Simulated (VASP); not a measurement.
A VASP 6.6.1 single-point calculation on NaGeCl3

INCAR

```
ISMEAR = -1
NSW = 0
ISIF = 2
EDIFF = 1E-7
LCHARG = .FALSE.
GGA = PE
PREC = Accurate
NBANDS = 29
LASPH = .TRUE.
LWAVE = .FALSE.
NELM = 88
SIGMA = 0.02
ENCUT = 520
ALGO = Normal
LREAL = .FALSE.
IBRION = -1
```

KPOINTS

```
KPOINTS created by Atomic Simulation Environment
0
Gamma
6 6 6
0 0 0
```

POSCAR

```
Na Ge Cl
 1.0000000000000000
     5.1908704463933084   -0.0000000000000000   -0.0000000000000000
    -0.0000000000000000    5.1908704463933084   -0.0000000000000000
     0.0000000000000000    0.0000000000000000    5.1908704463933084
 Na  Ge  Cl
   1   1   3
Cartesian
 -0.0000000000000000  0.0000000000000000  0.0000000000000000
  2.5954352231966542  2.5954352231966542  2.5954352231966542
  2.5954352231966542  2.5954352231966542 -0.0000000000000000
  2.5954352231966542 -0.0000000000000000  2.5954352231966542
  0.0000000000000000  2.5954352231966542  2.5954352231966542
```

The recommended PBE PAW datasets give the neutral cell 42 valence electrons.

Command

```
mpirun -np 1 vasp_std
```

OSZICAR

```
N       E                     dE             d eps       ncg     rms          rms(c)
DAV:   1     0.418886440449E+03    0.41889E+03   -0.19731E+04  1445   0.206E+03
DAV:   2     0.465662910162E+02   -0.37232E+03   -0.35628E+03  1316   0.608E+02
DAV:   3    -0.143278398456E+02   -0.60894E+02   -0.60231E+02  1380   0.159E+02
DAV:   4    -0.173276389565E+02   -0.29998E+01   -0.29878E+01  1386   0.444E+01
DAV:   5    -0.174207102751E+02   -0.93071E-01   -0.93052E-01  1489   0.713E+00    0.673E+00
DAV:   6    -0.167474921337E+02    0.67322E+00   -0.11456E+00  1592   0.628E+00    0.402E+00
DAV:   7    -0.166870378795E+02    0.60454E-01   -0.28584E-01  1506   0.257E+00    0.200E+00
DAV:   8    -0.166824281532E+02    0.46097E-02   -0.40461E-02  1298   0.180E+00    0.408E-01
DAV:   9    -0.166815839113E+02    0.84424E-03   -0.31858E-03  1710   0.598E-01    0.154E-01
DAV:  10    -0.166816110715E+02   -0.27160E-04   -0.23101E-03  1258   0.365E-01    0.301E-02
DAV:  11    -0.166816002184E+02    0.10853E-04   -0.15154E-04  1530   0.151E-01    0.107E-02
DAV:  12    -0.166816027675E+02   -0.25491E-05   -0.18075E-05  1425   0.388E-02    0.891E-03
DAV:  13    -0.166816041870E+02   -0.14195E-05   -0.44661E-06  1514   0.240E-02    0.361E-03
DAV:  14    -0.166816039877E+02    0.19933E-06   -0.32016E-07  1281   0.407E-03    0.925E-04
DAV:  15    -0.166816040363E+02   -0.48671E-07   -0.24830E-08   895   0.147E-03
   1 F= -.16681604E+02 E0= -.16681604E+02  d E =-.591717E-09
```

From OUTCAR

```
k-points           NKPTS =     20   k-points in BZ     NKDIM =     20   number of bands    NBANDS=     29

   NELECT =      42.0000    total number of electrons

   dimension x,y,z NGX =    40 NGY =   40 NGZ =   40
   dimension x,y,z NGXF=    80 NGYF=   80 NGZF=   80

  energy-cutoff  :      520.00
  volume of cell :      139.87
      direct lattice vectors                 reciprocal lattice vectors
     5.190870446  0.000000000  0.000000000     0.192645918  0.000000000  0.000000000
     0.000000000  5.190870446  0.000000000     0.000000000  0.192645918  0.000000000
     0.000000000  0.000000000  5.190870446     0.000000000  0.000000000  0.192645918

 k-points in reciprocal lattice and weights: KPOINTS created by Atomic Simulation Env
   0.00000000  0.00000000  0.00000000       0.005
   0.16666667  0.00000000  0.00000000       0.028
   0.33333333  0.00000000  0.00000000       0.028
   0.50000000  0.00000000  0.00000000       0.014
   0.16666667  0.16666667  0.00000000       0.056
   0.33333333  0.16666667  0.00000000       0.111
   0.50000000  0.16666667  0.00000000       0.056
   0.33333333  0.33333333  0.00000000       0.056
   ...

 E-fermi :   2.7968

 k-point     1 :       0.0000    0.0000    0.0000
  band No.  band energies     occupation
      1     -23.3168      2.00000
      2     -23.3168      2.00000
      3     -23.3168      2.00000
      4     -23.1224      2.00000
      5     -23.1224      2.00000
      6     -23.1055      2.00000
      7     -23.1055      2.00000
      8     -23.1055      2.00000
      9     -14.0697      2.00000
     10     -13.1090      2.00000
     11     -13.1090      2.00000
     12      -4.4780      2.00000
     13      -3.7970      2.00000
     14      -3.7970      2.00000
     15      -3.7970      2.00000
     16      -1.0646      2.00000
     17      -1.0646      2.00000
     18      -1.0646      2.00000
     19      -0.9935      2.00000
     20      -0.9935      2.00000
     21      -0.9935      2.00000
     22       3.6144      0.00000
     23       7.8252      0.00000
     24       7.8252      0.00000
     25       7.9145      0.00000
     26       7.9145      0.00000
     27       7.9159      0.00000
     28       8.0460      0.00000
     29       8.0460      0.00000

 k-point     2 :       0.1667    0.0000    0.0000
  band No.  band energies     occupation
      1     -23.3169      2.00000
      2     -23.3168      2.00000
      3     -23.3168      2.00000
      4     -23.1224      2.00000
      5     -23.1217      2.00000
      6     -23.1055      2.00000
      7     -23.1055      2.00000
      8     -23.1055      2.00000
      9     -14.0195      2.00000
     10     -13.1651      2.00000
     11     -13.1078      2.00000
     12      -5.1524      2.00000
     13      -3.7554      2.00000
     14      -3.7554      2.00000
     15      -2.9140      2.00000
     16      -1.1304      2.00000
     17      -1.1304      2.00000
     18      -1.1028      2.00000
     19      -1.0137      2.00000
     20      -1.0137      2.00000
     21      -0.9619      2.00000
     22       3.8944      0.00000
     23       7.0228      0.00000
     24       7.5750      0.00000
     25       7.6228      0.00000
     26       7.6228      0.00000
     27       8.0121      0.00000
     28       8.1232      0.00000
     29       8.3791      0.00000

 ...

  Total        0.4633703      0.4633703      0.4633703     -0.0000000     -0.0000000      0.0000000
  in kB        5.3078443      5.3078443      5.3078443     -0.0000000     -0.0000000      0.0000000
  external PRESSURE =       5.3078443 kB  Pullay stress =       0.0000000 kB

 POSITION                                       TOTAL-FORCE (eV/Angst)
 -----------------------------------------------------------------------------------
      0.00000      0.00000      0.00000         0.000000      0.000000      0.000000
      2.59544      2.59544      2.59544         0.000000      0.000000      0.000000
      2.59544      2.59544      0.00000         0.000000      0.000000      0.000000
      2.59544      0.00000      2.59544         0.000000      0.000000      0.000000
      0.00000      2.59544      2.59544         0.000000      0.000000      0.000000
 -----------------------------------------------------------------------------------
    total drift:                               -0.000000      0.000000     -0.000000

  FREE ENERGIE OF THE ION-ELECTRON SYSTEM (eV)
  ---------------------------------------------------
  free  energy   TOTEN  =       -16.6816040363 eV

  energy  without entropy=      -16.6816040358  energy(sigma->0) =      -16.68160404
```

It converged. Results: gap between bands v and c on the k mesh 0.67 eV; least direct gap on the k mesh 0.67 eV; pressure 0.5 GPa. Band v is the last that the valence electrons fill when counted band by band, and c is the next.

For comparison, a separate PBE run of the intended cell, on usual settings and not on those above, gives a gap of 0.67 eV on its mesh and a pressure of 0.5 GPa.

The run above took about 66 s on one core of a shared host (Intel Xeon Platinum 8488C) and held 0.27 GiB at most.
